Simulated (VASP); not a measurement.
Data:

```
CELL_PARAMETERS angstrom
      4.07447     0.00000     0.00000
      0.00000     4.07447     0.00000
      0.00000     0.00000     2.86208
ATOMIC_POSITIONS crystal
  Al 0.50000 0.00000 0.50000
  Al 0.00000 0.50000 0.50000
  Cu 0.00000 0.00000 0.00000
```

All values below come from r2SCAN meta-GGA, VASP's PBE PAW potentials (set 64) (plane waves; VASP). Run with 400 eV cut-off, 9×9×12 Γ-centred mesh, tetrahedra with Blöchl corrections, potentials Al Cu.

Give the energies of bands 1 to 11 at the high-symmetry points, in eV from the Fermi level.

| band | Γ | X | M | Z | R | A |
|---|---|---|---|---|---|---|
| 1 | -11.27 | -9.59 | -7.67 | -6.92 | -6.20 | -5.86 |
| 2 | -5.70 | -8.16 | -6.87 | -6.50 | -5.50 | -5.86 |
| 3 | -5.21 | -5.26 | -6.87 | -5.33 | -5.28 | -4.58 |
| 4 | -4.51 | -4.75 | -5.78 | -5.33 | -5.26 | -4.47 |
| 5 | -4.27 | -4.56 | -4.59 | -5.04 | -4.41 | -4.16 |
| 6 | -4.27 | -4.30 | -4.47 | -4.31 | -4.37 | -3.78 |
| 7 | -2.63 | -4.26 | -4.29 | -3.18 | -3.32 | -2.49 |
| 8 | -2.63 | -1.22 | -4.29 | 2.70 | -2.62 | -2.49 |
| 9 | 0.13 | 1.65 | -2.58 | 2.73 | -1.75 | -1.02 |
| 10 | 1.02 | 1.96 | 9.01 | 2.73 | 3.96 | -0.86 |
| 11 | 6.58 | 2.21 | 9.01 | 2.84 | 4.17 | 0.16 |

It has no gap at this level: it comes out as a metal or semimetal.

The structure comes from a computed database's Al2Cu entry (P4/mmm); how it stands against other phases isn't given here. It was relaxed first. The electron count is odd and the run is not spin-polarised, which forces a metal.
